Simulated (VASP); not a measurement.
Level of theory: LDA (Ceperley-Alder, Perdew-Zunger), VASP's LDA PAW potentials (set 64) (plane waves; VASP).

The input files of a VASP run:

INCAR:
```
SYSTEM = CdSe
PREC = Accurate; ENCUT = 400; LREAL = F
LASPH = T; ICHARG = 11
EDIFF = 1E-7; NELM = 100; ALGO = Normal
LMAXMIX = 4
ISMEAR = 0; SIGMA = 0.05
LWAVE = F; LCHARG = F; LORBIT = 11
```

### KPOINTS
```
k-points along high-symmetry lines
15
Line-mode
Reciprocal
  0.000000   0.000000   0.000000 ! GAMMA
 -0.500000  -0.500000   0.000000 ! X

 -0.500000  -0.500000   0.000000 ! X
 -0.375000  -0.375000   0.250000 ! U

 -0.375000  -0.000000   0.375000 ! K
  0.000000   0.000000   0.000000 ! GAMMA

  0.000000   0.000000   0.000000 ! GAMMA
 -0.000000  -0.000000   0.500000 ! L

 -0.000000  -0.000000   0.500000 ! L
 -0.500000  -0.250000   0.250000 ! W

 -0.500000  -0.250000   0.250000 ! W
 -0.500000  -0.500000   0.000000 ! X
```

File POSCAR:
```
CdSe
1
    0.0000000000     3.0057119327     3.0057119327
    3.0057119327     0.0000000000     3.0057119327
    3.0057119327     3.0057119327    -0.0000000000
Cd Se
1 1
Direct
  0.0000000000   0.0000000000   0.0000000000
  0.2500000000   0.2500000000   0.2500000000
```

POTCAR, in this order: Cd Se (LDA.64 set). Program: vasp_std. Read from the step before: CHGCAR.

Output of the run:

**OSZICAR**
```
       N       E                     dE             d eps       ncg     rms          rms(c)
DAV:   1     0.952595082816E+02    0.95260E+02   -0.78989E+03  2364   0.101E+03
DAV:   2    -0.208344590885E+01   -0.97343E+02   -0.93772E+02  2780   0.275E+02
DAV:   3    -0.582697958667E+01   -0.37435E+01   -0.37208E+01  2620   0.563E+01
DAV:   4    -0.584414880661E+01   -0.17169E-01   -0.17168E-01  2640   0.376E+00
DAV:   5    -0.584425783794E+01   -0.10903E-03   -0.10903E-03  2655   0.266E-01
DAV:   6    -0.584425907207E+01   -0.12341E-05   -0.12341E-05  2690   0.260E-02
DAV:   7    -0.584425909183E+01   -0.19759E-07   -0.19777E-07  2636   0.284E-03
   1 F= -.58442591E+01 E0= -.58442591E+01  d E =-.299863E-10
```

OUTCAR:
```
 val. band max:        1.1069429415   @ k =   0.0000   0.0000   0.0000

 cond. band min:       1.5403755070   @ k =   0.0000   0.0000   0.0000



 k-point     1 :       0.0000    0.0000    0.0000
  band No.  band energies     occupation
      1     -11.7459      2.00000
      2      -6.9719      2.00000
      3      -6.9719      2.00000
      4      -6.9719      2.00000
      5      -6.5528      2.00000
      6      -6.5528      2.00000
      7       1.1069      2.00000
      8       1.1069      2.00000
      9       1.1069      2.00000
     10       1.5404      0.00000
     11       6.9010      0.00000
     12       6.9010      0.00000
     13       6.9010      0.00000

 k-point     2 :      -0.0357   -0.0357    0.0000
  band No.  band energies     occupation
      1     -11.7392      2.00000
      2      -6.9686      2.00000
      3      -6.9686      2.00000
      4      -6.9686      2.00000
      5      -6.5540      2.00000
      6      -6.5519      2.00000
      7       0.8170      2.00000
      8       1.0730      2.00000
      9       1.0730      2.00000
     10       1.8413      0.00000
     11       6.8224      0.00000
     12       6.9474      0.00000
     13       6.9474      0.00000

 k-point     3 :      -0.0714   -0.0714    0.0000
  band No.  band energies     occupation
      1     -11.7193      2.00000
      2      -6.9592      2.00000
      3      -6.9592      2.00000
      4      -6.9591      2.00000
      5      -6.5575      2.00000
      6      -6.5495      2.00000
      7       0.3947      2.00000
      8       0.9753      2.00000
      9       0.9753      2.00000
     10       2.2947      0.00000
     11       6.6131      0.00000
     12       7.0829      0.00000
     13       7.0829      0.00000

 k-point     4 :      -0.1071   -0.1071    0.0000
  band No.  band energies     occupation
      1     -11.6872      2.00000
      2      -6.9443      2.00000
      3      -6.9443      2.00000
      4      -6.9427      2.00000
...
```

The density is held fixed in this step, so its total energy and stress have no physical meaning.

The compound is CdSe in the zinc blende structure, whereas wurtzite is the usual form. It was relaxed first.
